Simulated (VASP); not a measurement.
All values below come from r2SCAN meta-GGA, VASP's PBE PAW potentials (set 64) (plane waves; VASP).

VASP input:

File POSCAR:
```
MoSi2
1
   -1.5965546377     1.5965546377     3.9053911873
    1.5965546377    -1.5965546377     3.9053911873
    1.5965546377     1.5965546377    -3.9053911873
Si Mo
2 1
Direct
  0.6648097220   0.6648097220   0.0000000000
  0.3351902780   0.3351902780   0.0000000000
  0.0000000000   0.0000000000   0.0000000000
```

### KPOINTS
```
Automatic mesh
0
Gamma
12 12 12
0 0 0
```

INCAR:
```
! general
SYSTEM  = MoSi2
PREC    = Accurate
ENCUT   = 400
LREAL   = F
LASPH   = T

! electronic loop
EDIFF   = 1E-6
NELM    = 100
ALGO    = Normal
LMAXMIX = 4
LMIXTAU = T

! smearing
ISMEAR  = 1
SIGMA   = 0.1

! functional
METAGGA = R2SCAN

! ions
IBRION  = 2
NSW     = 60
ISIF    = 3
EDIFFG  = -0.02

! output
LWAVE   = F
LCHARG  = F
```

POTCAR, in this order: Si Mo_sv (PBE.64 set). Program: vasp_std.

Q: What will the output report for the number of irreducible k-points (NKPTS), number of bands (NBANDS), largest plane-wave count, number of space-group operations, FFT grid (NGX, NGY, NGZ)?

A: 
```
Property                                       Value
--------------------------------------  ------------
number of irreducible k-points (NKPTS)           163
number of bands (NBANDS)                          15
largest plane-wave count                         761
number of space-group operations                  16
FFT grid (NGX, NGY, NGZ)                30 × 30 × 30
```

The compound is MoSi2 in the MoSi2 type structure. This run relaxes it. Symmetry was kept, so distortions that lower it aren't found. The start is the result of an earlier pass.
